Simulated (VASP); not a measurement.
BaH: relaxation of the atoms with PBEsol

Crystal: BaH.

```xyz
2
Lattice="3.9337 0.0000 0.0000 0.0000 3.9337 0.0000 0.0000 0.0000 3.4839" Properties=species:S:1:pos:R:3 pbc="T T T"
Ba    1.9668    1.9668    0.0000
H     0.0000    0.0000    0.0000
```

The cell was built by a generator and needn't be a form met in nature.

```
Program                : VASP 6.6.1
Task                   : relaxation of the atoms
Functional             : PBEsol
Potentials or basis    : VASP PAW PBE potentials, release 64 (Ba_sv, H)
Cutoff                 : 520 eV
k mesh                 : 7 × 7 × 8
Occupations            : gaussian, width 0.05 eV
Spin                   : no spin polarisation
Further INCAR settings : ALGO = Fast; EDIFF = 1e-06; IBRION = 2; EDIFFG = -0.02; NSW = 40
```

```json
{
 "Pressure after relaxing": "-1.2 GPa",
 "Band gap on the k mesh": "none (metal or under the smearing width)"
}
```

Stress tensor (GPa, compression positive):
```
-3.97  0.00  0.00
 0.00 -3.97  0.00
 0.00  0.00  4.22
```

Final structure:
```yaml
crystal:
  lattice:
    - [3.93367, 0.00000, 0.00000]
    - [0.00000, 3.93367, 0.00000]
    - [0.00000, 0.00000, 3.48388]
  atoms:
    - { symbol: Ba, position: [0.50000, 0.50000, 0.00000] }
    - { symbol: H, position: [0.00000, 0.00000, 0.00000] }
```

Levels at points of the mesh, in eV from the Fermi level:
| k point | band 2 | band 3 | band 4 | band 5 | band 6 | band 7 | band 8 | band 9 |
| --- | --- | --- | --- | --- | --- | --- | --- | --- |
| (0.00, 0.00, 0.00) | -13.72 | -13.72 | -13.24 | -4.76 | -0.71 | -0.09 | 4.92 | 5.45 |
| (0.00, 0.00, 0.50) | -15.11 | -13.50 | -13.50 | -3.58 | 1.04 | 1.30 | 2.05 | 2.05 |

Run time: 43 s on 1 thread of AMD EPYC 7R43 64-Core Processor (Zen 3) (shared host), peak memory 0.14 GiB.

Caveat: the relaxation stopped at its first step, so nothing moved; the PAW data sets were made with another functional, which shifts forces and pressure a little. Spin-orbit coupling is left out, which matters for the levels of Ba.
